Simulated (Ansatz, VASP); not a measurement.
**Ga6Si: VASP beside Ansatz**

The input INCAR:

```
ALGO     = Normal         # electronic algorithm
EDIFF    = 1E-7           # SCF threshold, eV
EDIFFG   = -0.01          # ionic threshold
ENCUT    = 600            # plane-wave cutoff, eV
GGA      = PE             # functional
IBRION   = 2              # ionic algorithm
ISIF     = 3              # what is computed and relaxed
ISMEAR   = 0              # smearing method
LASPH    = True           # aspherical terms in the spheres
LCHARG   = False          # write CHGCAR
LREAL    = False          # projectors in reciprocal space
LWAVE    = False          # write WAVECAR
NELM     = 100            # most SCF steps
NSW      = 100            # ionic steps
PREC     = Accurate       # precision mode
SIGMA    = 0.1            # smearing width, eV
```

Contents of KPOINTS:

```
k-points
0
Gamma
  6 6 6
```

Contents of POSCAR:

```
Ga6Si
1.0
    6.0192021399      0.0000000000      0.0000000000
    0.0000000000      6.0192021399      0.0000000000
    0.0000000000      0.0000000000      6.0192021399
Ga Si
6 1
Direct
    0.5000000000      0.5000000000      0.1937023501
    0.5000000000      0.5000000000      0.8062976499
    0.1937023501      0.5000000000      0.5000000000
    0.8062976499      0.5000000000      0.5000000000
    0.5000000000      0.1937023501      0.5000000000
    0.5000000000      0.8062976499      0.5000000000
    0.0000000000      0.0000000000      0.0000000000
```

Input for Ansatz:

```yaml
crystal:
  lattice:
    - [6.0192021399, 0.0, 0.0]
    - [0.0, 6.0192021399, 0.0]
    - [0.0, 0.0, 6.0192021399]
  atoms:
    - { symbol: Ga, position: [0.5, 0.5, 0.1937023501] }
    - { symbol: Ga, position: [0.5, 0.5, 0.8062976499] }
    - { symbol: Ga, position: [0.1937023501, 0.5, 0.5] }
    - { symbol: Ga, position: [0.8062976499, 0.5, 0.5] }
    - { symbol: Ga, position: [0.5, 0.1937023501, 0.5] }
    - { symbol: Ga, position: [0.5, 0.8062976499, 0.5] }
    - { symbol: Si, position: [0.0, 0.0, 0.0] }
basis:
  ecutwfc: 420
kpoints:
  mp_grid: { grid: [6, 6, 6] }
hamiltonian:
  xc: pbe
scf:
  occupations: { method: gaussian, width: 0.1 }
output:
  forces: true
  stress: true
  eigenvalues: true
relax:
  adjacent_minimum: "off"
  f_tol: 0.01
  max_steps: 80
  cell: { stress_tol: 0.05 }
```

Change from the starting cell: species swapped into the CaB6 type (Pm-3m, No. 221).

Alike in both runs: task relaxation of cell and atoms; functional PBE; k mesh 6 × 6 × 6; occupations gaussian, width 0.1 eV; no spin polarisation.

|  | VASP | Ansatz |
| --- | --- | --- |
| version | VASP 6.6.1 | Ansatz 0.2.0 |
| potentials or method | VASP PAW PBE potentials, release 64 (Ga_d, Si) | scalar-relativistic, plane waves, PAW |
| plane-wave cutoff (eV) | 600 | 420 |
| valence electrons in the cell | 82 | 82 |

Ansatz gave:

```
gap on the k mesh at the Fermi level, each at its own relaxed structure (eV) : none
relaxed volume (Å³/atom)                                                     : 31.34
relaxed cell length with the largest relative difference (Å)                 : 6.031
```

Task: What did VASP give for the same quantities?

Result: gap on the k mesh at the Fermi level, each at its own relaxed structure (eV): none; relaxed volume (Å³/atom): 31.36; relaxed cell length with the largest relative difference (Å): 6.032.

A gap of «none» marks a metal or a gap that the smearing closes.
